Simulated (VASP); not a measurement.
AgF, a sheet with vacuum:

```xyz
2
Lattice="3.1221 0.0000 0.0000 0.0000 4.1429 0.0000 0.0000 0.0000 23.8000" Properties=species:S:1:pos:R:3 pbc="T T T"
Ag    0.0000    2.0714    7.0001
F     0.0000    0.0000    7.0001
```

The cell was built by a generator and needn't be a form met in nature.

Base run:

* Program: VASP 6.6.1
* Functional: PBE
* Potentials or basis: VASP PAW PBE potentials, release 64 (Ag, F)
* Cutoff: 520 eV
* k mesh: 9 × 7 × 1
* Occupations: fermi-dirac, width 0.05 eV
* Spin: no spin polarisation

Its results: band gap on the k mesh 1.10 eV, indirect (least direct gap 3.20 eV).

Question: The run is repeated on the same cell with these changes: hubbard terms from none to Ag d U = 3 eV. What comes out?

Answer: Band gap on the k mesh 1.54 eV, indirect (least direct gap 3.52 eV).

The U term pushes filled and empty states of the shell apart.

A k mesh can miss the band edges.
